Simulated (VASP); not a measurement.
An input for Quantum ESPRESSO's pw.x (written as the equivalent of a VASP run, and not itself run):

```
&CONTROL
  calculation = 'scf'
  pseudo_dir = './pseudo'
  outdir = './out'
  tprnfor = .true.
  tstress = .true.
/
&SYSTEM
  ibrav = 0
  nat = 2
  ntyp = 2
  ecutwfc = 88
  occupations = 'smearing'
  smearing = 'methfessel-paxton'
  degauss = 0.009996
  input_dft = 'pbe'
/
&ELECTRONS
  conv_thr = 7.3e-08
  electron_maxstep = 100
/
ATOMIC_SPECIES
  Be 9.012 Be.upf
  Se 78.971 Se.upf
CELL_PARAMETERS angstrom
     0.0000000    2.5757010    2.5757010
     2.5757010    0.0000000    2.5757010
     2.5757010    2.5757010    0.0000000
ATOMIC_POSITIONS crystal
  Be   0.0000000  0.0000000  0.0000000
  Se   0.2500000  0.2500000  0.2500000
K_POINTS automatic
  6 6 6 0 0 0
```

### Question
Translate this input to VASP (INCAR, KPOINTS, POSCAR, choice of POTCAR).

### Answer
This is not unique; one that fits is 
File KPOINTS:
```
K-points
0
Gamma
6 6 6
```

INCAR:
```
SYSTEM = BeSe
PREC = Accurate
ENCUT = 240
EDIFF = 1E-6
NELM = 100
ALGO = Normal
LREAL = .FALSE.
LASPH = .TRUE.
ISMEAR = 1
SIGMA = 0.136
GGA = PE
LMAXMIX = 4
LWAVE = .FALSE.
LCHARG = .FALSE.
ISIF = 2
```

### POSCAR
```
BeSe
1
    0.0000000000     2.5757010000     2.5757010000
    2.5757010000     0.0000000000     2.5757010000
    2.5757010000     2.5757010000     0.0000000000
Be Se
1 1
Direct
  0.0000000000   0.0000000000   0.0000000000
  0.2500000000   0.2500000000   0.2500000000
```

POTCAR, in this order: Be Se (PBE.64 set). Program: vasp_std.

The two are equivalent in intent, not identical: the potentials are each code's own (VASP's PAW set, PseudoDojo norm-conserving files in pw.x), so ENCUT and ecutwfc are chosen apart and not converted; conv_thr bounds pw.x's estimated SCF error, while EDIFF bounds the energy change between steps.

The structure comes from a computed database's BeSe entry; how it stands against other phases isn't given here. The cell was not relaxed at this level. The run is one of a series of settings (ENCUT = 240, ISMEAR = 1, SIGMA = 0.136, KPOINTS 6×6×6 Γ-centred mesh against the base run), some of them coarse on purpose.
